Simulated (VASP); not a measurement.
Method: optB88-vdW, VASP's PBE PAW potentials (set 64) (plane waves; VASP 6.6.1).

VASP ran on this input.

KPOINTS:
```
Automatic mesh
0
Gamma
16 16 8
0 0 0
```

File POSCAR:
```
Zn
1
    1.3051164917    -2.2605284929     0.0000000000
    1.3051164917     2.2605284929     0.0000000000
    0.0000000000     0.0000000000     4.8558440724
Zn
2
Direct
  0.3333330000   0.6666670000   0.2500000000
  0.6666670000   0.3333330000   0.7500000000
```

### INCAR
```
! general
SYSTEM   = Zn
PREC     = Accurate
ENCUT    = 520   ! plane-wave cut-off (eV)
LREAL    = F   ! projection in real space or not
LASPH    = T   ! aspherical one-centre terms

! electronic loop
EDIFF    = 1E-7   ! SCF stop (eV)
NELM     = 100
ALGO     = Normal   ! blocked Davidson
LMAXMIX  = 4   ! l cut-off of mixed one-centre charges

! smearing
ISMEAR   = 1   ! Methfessel-Paxton
SIGMA    = 0.1   ! width (eV)

! functional
GGA      = BO
LUSE_VDW = T
AGGAC    = 0.0
PARAM1   = 0.1833333333
PARAM2   = 0.22

! ions
IBRION   = 2   ! conjugate gradients
NSW      = 30   ! most ionic steps
ISIF     = 4   ! ions and shape, fixed volume
EDIFFG   = -0.01

! output
LWAVE    = F
LCHARG   = F
```

POTCAR, in this order: Zn (PBE.64 set). Program: vasp_std.

Question: Predict the energy per atom (σ→0), band gap (on the k-mesh).

Answer: 
energy per atom (σ→0): 2.102 eV/atom
band gap (on the k-mesh): none (metal, semimetal or under 0.01 eV)

**OSZICAR**
```
...
   2 F= 0.42044246E+01 E0= 0.42043296E+01  d E =-.824545E-03
       N       E                     dE             d eps       ncg     rms          rms(c)
DAV:   1     0.420378148518E+01   -0.64302E-03   -0.13041E-02  5608   0.110E+00    0.156E-01
DAV:   2     0.420417402276E+01    0.39254E-03   -0.36600E-04  5264   0.381E-01    0.940E-02
DAV:   3     0.420438664169E+01    0.21262E-03   -0.26929E-04  6776   0.300E-01    0.972E-03
DAV:   4     0.420438423751E+01   -0.24042E-05   -0.32712E-05  5064   0.691E-02    0.635E-03
DAV:   5     0.420438420159E+01   -0.35921E-07   -0.33463E-07  5544   0.154E-02
   3 F= 0.42043842E+01 E0= 0.42042834E+01  d E =-.864918E-03
```

The compound is Zn in the hcp structure. This cell is one point of a volume scan, at 0.94 of the reference volume. Symmetry was kept, so distortions that lower it aren't found.
